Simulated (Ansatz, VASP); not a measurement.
# Cross-check of Sr5Li10Al4Si18O52 between VASP and Ansatz

Wanted: the spread between two codes on one cell, functional and k mesh. Of the first pair: The structure shown is frame 67 of Ansatz's trajectory.

Main program and level: Ansatz 0.2.0; plane waves, with VASP 6.6.1 beside it; single point at PBEsol.

## Step 1: The starting structure

The cell holds 89 atoms: 18 Si, 4 Al, 10 Li, 5 Sr and 52 O. Its edges and angles: a = 10.400 Å, b = 10.400 Å, c = 10.400 Å, α = 90.0°, β = 90.0°, γ = 90.0°. As first built, before any earlier steps moved the atoms (in the runner's words): 89 atoms (18 Si, 4 Al, 10 Li, 5 Sr, 52 O) placed at random at 2.76 g/cm^3, melted at 4000 K for 10 ps at fixed volume with the Morse and Coulomb pair potential with partial charges (Pedone, Malavasi, Menziani, Cormack and Segre, J. Phys. Chem. B 110, 11780 (2006)). Quenched from 4000 K to 300 K at 50 K/ps and fixed volume, held 10 ps at zero pressure.

## Step 2: Ansatz: dynamics, PBEsol

Ansatz runs on its default PAW (the set named soft_2) files.

One frame of this run of dynamics is then solved in both programs, so the motion causes no difference.

input.yaml reads:

```yaml
crystal:
  lattice:
    - [10.39961, 0.0, 0.0]
    - [0.0, 10.39961, 0.0]
    - [0.0, 0.0, 10.39961]
  atoms:
    - { symbol: Si, position: [0.38473, 0.03812, 0.25033] }
    - { symbol: Si, position: [0.36754, 0.02923, 0.95138] }
    - { symbol: Si, position: [0.25817, 0.98949, 0.51918] }
    - { symbol: Si, position: [0.52616, 0.37783, 0.07474] }
    - { symbol: Si, position: [0.54009, 0.90494, 0.57802] }
    - { symbol: Si, position: [0.3785, 0.74012, 0.2399] }
    - { symbol: Si, position: [0.29139, 0.74968, 0.94876] }
    - { symbol: Si, position: [0.87708, 0.08611, 0.3618] }
    - { symbol: Si, position: [0.60195, 0.21278, 0.37482] }
    - { symbol: Si, position: [0.04236, 0.19851, 0.58748] }
    - { symbol: Si, position: [0.07164, 0.54232, 0.16272] }
    - { symbol: Si, position: [0.64152, 0.62494, 0.19468] }
    - { symbol: Si, position: [0.22787, 0.41727, 0.53773] }
    - { symbol: Si, position: [0.91171, 0.63467, 0.57702] }
    - { symbol: Si, position: [0.74723, 0.84592, 0.01571] }
    - { symbol: Si, position: [0.04695, 0.83416, 0.08768] }
    - { symbol: Si, position: [0.27941, 0.37175, 0.25877] }
    - { symbol: Si, position: [0.6446, 0.11161, 0.98562] }
    - { symbol: Al, position: [0.93457, 0.10207, 0.85294] }
    - { symbol: Al, position: [0.77698, 0.8749, 0.72043] }
    - { symbol: Al, position: [0.16415, 0.70554, 0.46261] }
    - { symbol: Al, position: [0.08526, 0.11975, 0.1438] }
    - { symbol: Li, position: [0.61358, 0.65952, 0.76794] }
    - { symbol: Li, position: [0.62114, 0.93395, 0.2585] }
    - { symbol: Li, position: [0.41633, 0.48527, 0.78981] }
    - { symbol: Li, position: [0.33725, 0.69026, 0.67218] }
    - { symbol: Li, position: [0.05375, 0.82349, 0.70349] }
    - { symbol: Li, position: [0.90315, 0.73243, 0.32029] }
    - { symbol: Li, position: [0.10373, 0.5903, 0.85494] }
    - { symbol: Li, position: [0.80992, 0.45678, 0.35118] }
    - { symbol: Li, position: [0.76693, 0.8288, 0.43676] }
    - { symbol: Li, position: [0.01648, 0.32341, 0.33566] }
    - { symbol: Sr, position: [0.46239, 0.2199, 0.72848] }
    - { symbol: Sr, position: [0.20425, 0.33082, 0.89236] }
    - { symbol: Sr, position: [0.85497, 0.31525, 0.08724] }
    - { symbol: Sr, position: [0.75729, 0.33187, 0.66427] }
    - { symbol: Sr, position: [0.58885, 0.56406, 0.49367] }
    - { symbol: O, position: [0.40254, 0.98236, 0.5852] }
    - { symbol: O, position: [0.57061, 0.22396, 0.5262] }
    - { symbol: O, position: [0.49988, 0.65123, 0.26841] }
    - { symbol: O, position: [0.65017, 0.96551, 0.66445] }
    - { symbol: O, position: [0.3104, 0.63366, 0.85355] }
    - { symbol: O, position: [0.26441, 0.74376, 0.33548] }
    - { symbol: O, position: [0.99148, 0.214, 0.72947] }
    - { symbol: O, position: [0.50989, 0.76303, 0.62782] }
    - { symbol: O, position: [0.16586, 0.1072, 0.5624] }
    - { symbol: O, position: [0.51425, 0.0716, 0.91741] }
    - { symbol: O, position: [0.69285, 0.99424, 0.06262] }
    - { symbol: O, position: [0.6739, 0.73948, 0.09414] }
    - { symbol: O, position: [0.84183, 0.50762, 0.53845] }
    - { symbol: O, position: [0.81136, 0.75666, 0.60886] }
    - { symbol: O, position: [0.58917, 0.89776, 0.4378] }
    - { symbol: O, position: [0.34595, 0.07564, 0.09849] }
    - { symbol: O, position: [0.72764, 0.1319, 0.35084] }
    - { symbol: O, position: [0.0111, 0.66763, 0.46269] }
    - { symbol: O, position: [0.49751, 0.13598, 0.29537] }
    - { symbol: O, position: [0.73734, 0.64849, 0.30971] }
    - { symbol: O, position: [0.41494, 0.36956, 0.18177] }
    - { symbol: O, position: [0.17987, 0.26223, 0.19674] }
    - { symbol: O, position: [0.93306, 0.15304, 0.49336] }
    - { symbol: O, position: [0.58802, 0.4753, 0.72847] }
    - { symbol: O, position: [0.28757, 0.10232, 0.85733] }
    - { symbol: O, position: [0.1956, 0.5059, 0.24098] }
    - { symbol: O, position: [0.62621, 0.49096, 0.11346] }
    - { symbol: O, position: [0.30736, 0.36662, 0.40761] }
    - { symbol: O, position: [0.43103, 0.88893, 0.21109] }
    - { symbol: O, position: [0.23998, 0.57252, 0.5279] }
    - { symbol: O, position: [0.36689, 0.87992, 0.92856] }
    - { symbol: O, position: [0.02489, 0.14832, 0.9884] }
    - { symbol: O, position: [0.09574, 0.34178, 0.52336] }
    - { symbol: O, position: [0.62461, 0.24358, 0.06683] }
    - { symbol: O, position: [0.77453, 0.1436, 0.89349] }
    - { symbol: O, position: [0.13939, 0.79452, 0.9669] }
    - { symbol: O, position: [0.11214, 0.95595, 0.15151] }
    - { symbol: O, position: [0.90021, 0.85733, 0.04907] }
    - { symbol: O, position: [0.32502, 0.69907, 0.09439] }
    - { symbol: O, position: [0.45004, 0.36124, 0.94906] }
    - { symbol: O, position: [0.2935, 0.03199, 0.37083] }
    - { symbol: O, position: [0.28971, 0.36809, 0.66367] }
    - { symbol: O, position: [0.95546, 0.14941, 0.245] }
    - { symbol: O, position: [0.95258, 0.46768, 0.23537] }
    - { symbol: O, position: [0.65428, 0.355, 0.33624] }
    - { symbol: O, position: [0.72061, 0.8193, 0.86902] }
    - { symbol: O, position: [0.08048, 0.48935, 0.01867] }
    - { symbol: O, position: [0.03936, 0.69783, 0.16371] }
    - { symbol: O, position: [0.99827, 0.62482, 0.70824] }
    - { symbol: O, position: [0.18462, 0.85268, 0.54719] }
    - { symbol: O, position: [0.89372, 0.93634, 0.36487] }
    - { symbol: O, position: [0.92328, 0.96324, 0.758] }
kpoints:
  mp_grid: { grid: [1, 1, 1] }
hamiltonian:
  xc: pbesol
scf:
  occupations: { method: gaussian, width: 0.05 }
output:
  forces: true
md:
  timestep: 1.0
  n_steps: 200
  ensemble: nvt_langevin
  temperature: 900
  initial_velocities: maxwell_boltzmann
  seed: 3345
```

Started as:

```sh
$ ansatz run input.yaml --threads 4 --pin off --max-ram 8192MiB --backend cpu --events-out ev --progress --plain --runs-dir out
```

Numbers of over 12 decimals in the logs are rounded to 6 here.

What it wrote:

```text
Warning: md: disabling space-group detection — thermal motion breaks the input geometry's symmetry, so no spatial operation reduces the k-mesh or symmetrises the density; time reversal is kept, so that k and −k are solved as one point where they differ and the mesh holds both, and exact exchange and, on two spinor components, a DFT+U term hold to it where the run has them: on two components no moment then forms, and  [...]
Engine: ansatz 0.2.0, aarch64-unknown-linux-gnu
Pseudopotentials: kind: paw
Pseudopotential: Si, paw, valence charge 4, recommended cutoff 420 eV (normal), Si.paw.azcp
Pseudopotential: Al, paw, valence charge 3, recommended cutoff 420 eV (normal), Al.paw.azcp
Pseudopotential: Li, paw, valence charge 3, recommended cutoff 420 eV (normal), Li.paw.azcp
Pseudopotential: Sr, paw, valence charge 10, recommended cutoff 420 eV (normal), Sr.paw.azcp
Pseudopotential: O, paw, valence charge 6, recommended cutoff 420 eV (normal), O.paw.azcp
Functional definition: PBEsol
  exchange = pbesol_x
  correlation = pbesol_c
Crystal: 89 atoms, lattice volume = 1124.737 Å³
Basis set: ecut = 420 eV, 21975 PW (Γ), exchange–correlation on 144×144×144 points (8 copies of the dense FFT grid, shifted against one another)
Bands: 327, of which v1, the nominal top of the filled ones, is band 238 counted from 1 (237 counted from 0)
Symmetry: 1 space group operations
k-points: 1
Non-local potential: Si, projectors of the file, l = 0: 2, l = 1: 2, l = 2: 2
Non-local potential: Al, projectors of the file, l = 0: 2, l = 1: 2, l = 2: 1
Non-local potential: Li, projectors of the file, l = 0: 3, l = 1: 2, l = 2: 1
Non-local potential: Sr, projectors of the file, l = 0: 3, l = 1: 2, l = 2: 2
Non-local potential: O, projectors of the file, l = 0: 2, l = 1: 2, l = 2: 1
PAW form: soft (Blöchl's): semilocal exchange-correlation on the pseudo side does not see the compensation charge
PAW frozen core: Si, regenerated for the run's functional, and the local potential with it (the file was generated under x = pbe(κ = 0.804, μ = 0.219515), c = pbe(β = 0.066725))
PAW frozen core: Al, regenerated for the run's functional, and the local potential with it (the file was generated under x = pbe(κ = 0.804, μ = 0.219515), c = pbe(β = 0.066725))
PAW frozen core: Sr, regenerated for the run's functional, and the local potential with it (the file was generated under x = pbe(κ = 0.804, μ = 0.219515), c = pbe(β = 0.066725))
PAW frozen core: O, regenerated for the run's functional, and the local potential with it (the file was generated under x = pbe(κ = 0.804, μ = 0.219515), c = pbe(β = 0.066725))
PAW one-centre angular grid: Si, 110 points (default); XC on 64 Gauss nodes
PAW one-centre angular grid: Al, 110 points (default); XC on 64 Gauss nodes
PAW one-centre angular grid: Li, 110 points (default); XC on 64 Gauss nodes
PAW one-centre angular grid: Sr, 110 points (default); XC on 64 Gauss nodes
PAW one-centre angular grid: O, 110 points (default); XC on 64 Gauss nodes
Initial density: superposition of atomic densities (neutral atoms: chi_scale 0, normalization atom), corrected by the library's trained network
Initial wavefunctions: pseudopotential atomic-orbital guess
Functional: x = pbesol(κ = 0.804, μ = 0.123457), c = pbesol(β = 0.046)
SCF iter   1: F=—  HF=-62043.398906 eV  |F-HF|=—  |Δ(HF+E_count)|=         —  Δρ=1.18e-2  dr2=1.25e0  ethr=1.77e-3  ⟨swp⟩=8.0  Hψ=1826  notcnv=0  defer=25
preconditioner: auto → Resta (q_TF=auto, 2.364 Å⁻¹)  ε∞=3.3  [insulator: Δε(μ)=2.840 eV  Ē_g=15.419 eV  σ=0.050 eV  W_gap=1.00  n_scr=250 (ndim 8)  ℏωp=23.4 eV  f_vac=0.086  D(μ)=0.00/eV (n_scr^D=0)  ε∞_Penn≈3.3]
SCF iter   2: F=—  HF=-62043.053838 eV  |F-HF|=—  |Δ(HF+E_count)|=   3.45e-1  Δρ=2.21e-3  dr2=3.55e-2  ethr=2.62e-4  ⟨swp⟩=2.0  Hψ=537  notcnv=0  defer=85
SCF iter   3: F=—  HF=-62043.050884 eV  |F-HF|=—  |Δ(HF+E_count)|=   2.95e-3  Δρ=9.22e-4  dr2=1.00e-2  ethr=7.46e-6  ⟨swp⟩=2.0  Hψ=422  notcnv=0  defer=85
SCF iter   4: F=—  HF=-62043.051921 eV  |F-HF|=—  |Δ(HF+E_count)|=   1.04e-3  Δρ=6.59e-4  dr2=5.05e-3  ethr=2.11e-6  ⟨swp⟩=2.0  Hψ=415  notcnv=0  defer=85
SCF iter   5: F=—  HF=-62043.051407 eV  |F-HF|=—  |Δ(HF+E_count)|=   5.14e-4  Δρ=1.61e-4  dr2=3.62e-4  ethr=1.06e-6  ⟨swp⟩=2.0  Hψ=415  notcnv=0  defer=85
SCF iter   6: F=—  HF=-62043.051453 eV  |F-HF|=—  |Δ(HF+E_count)|=   4.58e-5  Δρ=8.25e-5  dr2=8.62e-5  ethr=7.61e-8  ⟨swp⟩=2.0  Hψ=550  notcnv=0  defer=85
[...]
automatic band count: iteration 1 solves 276 bands in place of 327: the levels show a gap, and the empty bands left out lie too high to hold charge; the band table lists the bands solved (type scf.n_extra_bands for more)
md step   195: t =   195.00 fs  T =   931.2 K  F+E_penalty+E_count = -62040.79192780 eV  E_kin = 10.713124 eV  (6 SCF iters)
[...]
md step   196: t =   196.00 fs  T =   941.2 K  F+E_penalty+E_count = -62040.74258364 eV  E_kin = 10.827640 eV  (7 SCF iters)
[...]
md step   197: t =   197.00 fs  T =   932.0 K  F+E_penalty+E_count = -62040.68619657 eV  E_kin = 10.722125 eV  (6 SCF iters)
[...]
md step   198: t =   198.00 fs  T =   910.6 K  F+E_penalty+E_count = -62040.63536650 eV  E_kin = 10.475554 eV  (6 SCF iters)
[...]
md step   199: t =   199.00 fs  T =   930.9 K  F+E_penalty+E_count = -62040.58863779 eV  E_kin = 10.708888 eV  (7 SCF iters)
[...]
md step   200: t =   200.00 fs  T =   927.9 K  F+E_penalty+E_count = -62040.52850346 eV  E_kin = 10.674149 eV  (8 SCF iters)
SCF converged after 8 iterations
Free energy (F): -62040.528503 eV
Harris-Foulkes:  -62040.528503 eV  (|F-HF|=7.66e-8)
Internal energy: -62040.528503 eV  (E = F + TS)
E sigma→0 (E₀):  -62040.528503 eV
Fermi energy:    6.404910 eV
--- Per-component energies (eV) ---
  E_band       = -2536.781005
  E_kinetic    = 11558.473427
  E_local      = -29141.971191  (includes V_loc(G=0)·N_el)
  E_nonlocal   = 3670.790782
  E_hartree    = 10236.102574
  E_xc         = -5933.756020
  E_vxc        = -6818.053472  (∫ρ·V_xc dr)
  E_paw        = -32172.464905  (= ΣΔE_a)
  E_vpaw       = -2278.358067  (= ΣTr[D̂ρ^β])
  E_aug_tail   = 0.130690  (compensation charges beyond the density's cutoff)
  E_ewald      = -20260.985217
  E_core_change = 3.151356  (= ΣΔE_core)
  E_smearing   = -0.000000  (= −TS)
  E_closure    = 0.000000  (closes the sum)
  Σ components = -62040.528503   (vs F -62040.528503, Δ=0.00e0)
--- Forces (eV/Å), atoms counted from 1 ---
  atom   1  Si     0.10863258     2.06033759     1.34599772
  atom   2  Si     0.79787342    -3.14081632    -0.08563284
  atom   3  Si    -0.33473352     0.75444313    -1.98140627
  atom   4  Si     0.90553688     0.45269641     5.51195005
  atom   5  Si    -2.07747905    -2.32526745    -2.57544008
  atom   6  Si     0.29932529    -0.84050862     1.67675090
  atom   7  Si    -0.89701841    -0.32042571    -2.53034819
  atom   8  Si    -1.15294434     3.76798143     0.61784409
  atom   9  Si    -0.99897192     1.60879519    -1.14048472
  atom  10  Si    -1.45501610     2.31947468    -0.48429222
  atom  11  Si     0.61446789    -3.56139906     0.66664140
  atom  12  Si    -1.00685343     1.67633515     0.20846974
  atom  13  Si     0.44493166     3.93032917     0.27508996
  atom  14  Si     0.30363486     1.63122909    -0.34696960
  atom  15  Si    -1.97982107     1.42837921     0.79597298
  atom  16  Si    -1.07645776     2.39051257     0.08739202
  atom  17  Si     0.80151619     0.90830008     1.23902623
  atom  18  Si     3.53002273     0.27058673     1.39095788
  atom  19  Al     1.93306309    -0.20333708    -0.24528612
  atom  20  Al    -1.20462349    -0.73440156     1.61378994
  atom  21  Al     1.71729892     0.20822320     0.19461892
  atom  22  Al    -0.32220902     0.90589727     0.27551443
  atom  23  Li    -0.26564004     0.51256832    -0.04848007
  atom  24  Li     0.21307173    -0.00319934    -2.09070632
[...]
atom  82  O      0.10479827    -0.14900060    -0.11312345
  atom  83  O     -0.12661380    -0.46186147    -0.16601458
  atom  84  O      0.29016596    -0.98610382    -1.35722791
  atom  85  O      1.14567160     0.26334821     1.09574384
  atom  86  O      0.41356641     0.25394320    -1.05883837
  atom  87  O     -0.70040540    -0.75535143    -0.97263180
  atom  88  O     -0.44094656    -1.11555462     0.67662588
  atom  89  O      2.66550804     2.23326106     0.11837373
  max |Σ_I F_I| component: 1.18e-4 eV/Å
--- MD trajectory: 200 steps, t = 0.0 → 200.0 fs ---
  final state: T = 927.9 K   F+E_penalty+E_count = -62040.52850346 eV   E_kin = 10.674149 eV
```

The column dr2 measures how far the density is from self-consistency, as an energy; F and HF (Harris–Foulkes) agree once it is small.

[end of part 1 of 4]

[Lines on the potential files, build, host, timing and source positions are cut from VASP's logs without a mark.]

[Logs are printed without paths, hosts, clocks, repeated set-up lines and the standing remarks that a program may print on its own settings, such as how far it seeks lower states.]

[Hosts, paths, dates, database ids (printed as entryN), source tags and the programs' standing remarks are cut or masked in the printed files.]
